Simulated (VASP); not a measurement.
Computed with RPBE GGA, VASP's PBE PAW potentials (set 64) (plane waves; VASP).

Input for VASP

### INCAR
```
# general
SYSTEM   =  CdF2
PREC     =  Accurate
ENCUT    =  520
LREAL    =  .FALSE.
LASPH    =  .TRUE.

# electronic loop
EDIFF    =  1E-6
NELM     =  100
ALGO     =  Normal
LMAXMIX  =  4

# smearing
ISMEAR   =  0
SIGMA    =  0.05

# functional
GGA      =  RP

# ions
IBRION   =  2
NSW      =  60
ISIF     =  3
EDIFFG   =  -0.02

# output
LWAVE    =  .FALSE.
LCHARG   =  .FALSE.
```

File POSCAR:
```
CdF2
1.0
  0.0000000000   2.7855121539   2.7855121539
  2.7855121539   0.0000000000   2.7855121539
  2.7855121539   2.7855121539   0.0000000000
Cd F
1 2
direct
  0.0000000000   0.0000000000   0.0000000000
  0.2500000000   0.2500000000   0.2500000000
  0.7500000000   0.7500000000   0.7500000000
```

**KPOINTS**
```
Automatic
0
gamma
 6 6 6
0 0 0
```

POTCAR, in this order: Cd F (PBE.64 set). Program: vasp_std.

Output

### OSZICAR
```
       N       E                     dE             d eps       ncg     rms          rms(c)
DAV:   1     0.199332618044E+03    0.19933E+03   -0.15726E+04   560   0.152E+03
DAV:   2    -0.290208878948E+01   -0.20223E+03   -0.19694E+03   608   0.380E+02
DAV:   3    -0.119008367128E+02   -0.89987E+01   -0.89792E+01   578   0.883E+01
DAV:   4    -0.119483119000E+02   -0.47475E-01   -0.47471E-01   622   0.641E+00
DAV:   5    -0.119484988405E+02   -0.18694E-03   -0.18694E-03   578   0.345E-01    0.969E+00
DAV:   6    -0.997418753157E+01    0.19743E+01   -0.58174E+00   673   0.479E+01    0.666E+00
DAV:   7    -0.100440856728E+02   -0.69898E-01   -0.11254E+00   547   0.107E+01    0.377E+00
DAV:   8    -0.100475550038E+02   -0.34693E-02   -0.21105E-01   578   0.449E+00    0.835E-01
DAV:   9    -0.100373635930E+02    0.10191E-01   -0.56078E-02   616   0.264E+00    0.114E-01
DAV:  10    -0.100383138322E+02   -0.95024E-03   -0.41307E-03   547   0.908E-01    0.176E-01
DAV:  11    -0.100385059769E+02   -0.19214E-03   -0.41653E-04   592   0.213E-01    0.723E-02
DAV:  12    -0.100385751294E+02   -0.69153E-04   -0.16991E-04   544   0.123E-01    0.242E-02
DAV:  13    -0.100385779332E+02   -0.28038E-05   -0.17956E-05   612   0.391E-02    0.108E-02
DAV:  14    -0.100385777230E+02    0.21025E-06   -0.40291E-06   499   0.269E-02
   1 F= -.10038578E+02 E0= -.10038578E+02  d E =-.100386E+02
       N       E                     dE             d eps       ncg     rms          rms(c)
DAV:   1    -0.100527088465E+02   -0.14131E-01   -0.29172E-01   555   0.637E+00    0.928E-01
DAV:   2    -0.100400734680E+02    0.12635E-01   -0.48717E-02   550   0.209E+00    0.195E-01
DAV:   3    -0.100391696646E+02    0.90380E-03   -0.22416E-03   544   0.813E-01    0.204E-01
DAV:   4    -0.100390316441E+02    0.13802E-03   -0.29765E-04   553   0.207E-01    0.144E-01
DAV:   5    -0.100389896491E+02    0.41995E-04   -0.58121E-05   564   0.863E-02    0.145E-02
DAV:   6    -0.100389870314E+02    0.26177E-05   -0.10364E-05   628   0.526E-02    0.345E-03
DAV:   7    -0.100389868414E+02    0.19002E-06   -0.10226E-06   428   0.110E-02
   2 F= -.10038987E+02 E0= -.10038987E+02  d E =-.409118E-03
```

### OUTCAR
```
------------------------ aborting loop because EDIFF is reached ----------------------------------------
  FORCE on cell =-STRESS in cart. coord.  units (eV):
  Direction    XX          YY          ZZ          XY          YZ          ZX
  --------------------------------------------------------------------------------------
  Total       -0.0212583     -0.0212583     -0.0212583      0.0000000      0.0000000      0.0000000
  in kB       -0.7824914     -0.7824914     -0.7824914      0.0000000      0.0000000      0.0000000
  external PRESSURE =      -0.7824914 kB  Pullay stress =       0.0000000 kB
  volume of cell :       43.53
      direct lattice vectors                 reciprocal lattice vectors
     0.000000000  2.791963142  2.791963142    -0.179085459  0.179085459  0.179085459
     2.791963142 -0.000000000  2.791963142     0.179085459 -0.179085459  0.179085459
     2.791963142  2.791963142  0.000000000     0.179085459  0.179085459 -0.179085459
 POSITION                                       TOTAL-FORCE (eV/Angst)
 -----------------------------------------------------------------------------------
      2.79196     -0.00000      2.79196         0.000000      0.000000     -0.000000
      1.39598      1.39598      1.39598        -0.000000     -0.000000     -0.000000
      4.18794      4.18794      4.18794         0.000000      0.000000      0.000000
 -----------------------------------------------------------------------------------
    total drift:                                0.000000     -0.000000      0.000000
  FREE ENERGIE OF THE ION-ELECTRON SYSTEM (eV)
  ---------------------------------------------------
  free  energy   TOTEN  =       -10.0389868414 eV

  energy  without entropy=      -10.0389868414  energy(sigma->0) =      -10.03898684

 reached required accuracy - stopping structural energy minimisation
```
(Selected blocks of OUTCAR.)

**CONTCAR**
```
CdF2
   1.00000000000000
     0.0000000000000000    2.7919631418229303    2.7919631418229303
     2.7919631418229303   -0.0000000000000000    2.7919631418229303
     2.7919631418229303    2.7919631418229303    0.0000000000000000
  Cd              F
     1     2
Direct
     0.0000000000000000    1.0000000000000000    0.0000000000000000
     0.2500000000000000    0.2500000000000000    0.2500000000000000
     0.7500000000000000    0.7500000000000000    0.7500000000000000
```

The compound is CdF2 in the fluorite structure. This run relaxes it. Symmetry was kept, so distortions that lower it aren't found. The start is the result of an earlier pass.
